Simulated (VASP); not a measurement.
A convergence study with VASP on Cl (space group no. 64 when undisturbed): a few settings are varied, all else stays as given below, so the limit is that of these other settings. One atom is moved off its site, so that forces are finite.

```xyz
4
Lattice="2.2467 -3.1294 0.0000 2.2467 3.1294 0.0000 0.0000 0.0000 8.2848" Properties=species:S:1:pos:R:3 pbc="T T T"
Cl     3.9407     0.0000     7.4814
Cl     2.7994     0.0000     3.2891
Cl     1.6940     0.0000     4.9957
Cl     0.5527     0.0000     0.8533
```

Calculation: PBEsol GGA, VASP's PBE PAW potentials (set 64) (plane waves; VASP). The last row used: 300 eV cut-off, 7×7×3 Γ-centred mesh, Fermi-Dirac smearing of 0.020 eV, potentials Cl.

Gaps are read on the run's mesh, which can miss a band edge.

```csv
setting,E (eV/atom),pressure (GPa),largest force (eV/Å),gap on the mesh (eV),irreducible k-points
SIGMA = 1.0,-1.8547,4.37,2.759,2.629,44
SIGMA = 0.5,?,?,?,?,44
SIGMA = 0.2,?,?,?,?,44
SIGMA = 0.1,-1.9882,-1.48,0.539,2.442,44
SIGMA = 0.02,-1.9882,-1.48,0.539,2.442,44
```

Problem. Complete the blanks.

Solution. 
- SIGMA = 0.2, E (eV/atom): -1.9871
- SIGMA = 0.2, pressure (GPa): -1.46
- SIGMA = 0.2, largest force (eV/Å): 0.524
- SIGMA = 0.2, gap on the mesh (eV): 2.444
- SIGMA = 0.5, E (eV/atom): -1.9282
- SIGMA = 0.5, pressure (GPa): -0.08
- SIGMA = 0.5, largest force (eV/Å): 0.688
- SIGMA = 0.5, gap on the mesh (eV): 2.497

Left out are rungs that failed or repeat a setting and relaxations that didn't move; long series are thinned to 24 rows.

The structure is a typed Cl crystal (space group no. 64). The cell was not relaxed at this level, it is distorted from the ideal structure.
